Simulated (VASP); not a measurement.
Input for VASP

**POSCAR**
```
BaF2
4.3573530
  0.0000000000   0.7071068146   0.7071068146
  0.7071068146   0.0000000000   0.7071068146
  0.7071068146   0.7071068146   0.0000000000
Ba F
1 2
Cartesian
  0.0000000000   0.0000000000   0.0000000000
  0.3535534073   0.3535534073   0.3535534073
  1.0606602219   1.0606602219   1.0606602219
```

### KPOINTS
```
Automatic mesh
0
Gamma
2 2 2
0 0 0
```

**INCAR**
```
SYSTEM = BaF2
PREC = Accurate; ENCUT = 400; LREAL = F
LASPH = T; ISYM = 3
EDIFF = 1E-6; NELM = 100; ALGO = Normal
LMAXMIX = 4
ISMEAR = 0; SIGMA = 0.01
GGA = PE; LHFCALC = T; AEXX = 0.25
HFSCREEN = 0.2; PRECFOCK = Fast
ISIF = 2
LWAVE = F; LCHARG = F
```

POTCAR, in this order: Ba_sv F (PBE.64 set). Program: vasp_std.

Write an equivalent input for Ansatz.

One equivalent input (not run):
Ansatz 0.2 input:
```yaml
crystal:
  lattice:
    - [0.0000000, 3.0811140, 3.0811140]
    - [3.0811140, 0.0000000, 3.0811140]
    - [3.0811140, 3.0811140, 0.0000000]
  atoms:
    - { symbol: Ba, position: [0.0000000, 0.0000000, 0.0000000] }
    - { symbol: F, position: [0.2500000, 0.2500000, 0.2500000] }
    - { symbol: F, position: [0.7500000, 0.7500000, 0.7500000] }
kpoints:
  mp_grid: { grid: [2, 2, 2] }
hamiltonian:
  xc: hse06
  pseudopotentials: { kind: paw }
scf:
  occupations: { method: gaussian, width: 0.01 }
  max_iter: 100
output: { forces: true, stress: true, eigenvalues: true }
```
Limits of the translation: each code has its own PAW files, so the cut-off isn't converted (ENCUT is set for VASP's; basis.ecutwfc is left out, and Ansatz then takes the one that its files recommend); Ansatz stops its SCF on the density residual and VASP on the energy change (EDIFF); Ansatz's hse06 screens at 0.11 per bohr (0.208 per Å), slightly more than HFSCREEN = 0.2.

The structure comes from a computed database's BaF2 entry; how it stands against other phases isn't given here. The cell was not relaxed at this level. The k-mesh is coarse (spacing up to 0.88 per Å, 2π included), so the numbers may not be converged in it. The run is one of a series of settings (AEXX = 0.25, GGA = PE, HFSCREEN = 0.2, ISYM = 3, LHFCALC = .TRUE., PRECFOCK = Fast, KPOINTS 2×2×2 Γ-centred mesh, POTCAR Ba_sv F (PBE.64 set) against the base run), some of them coarse on purpose.
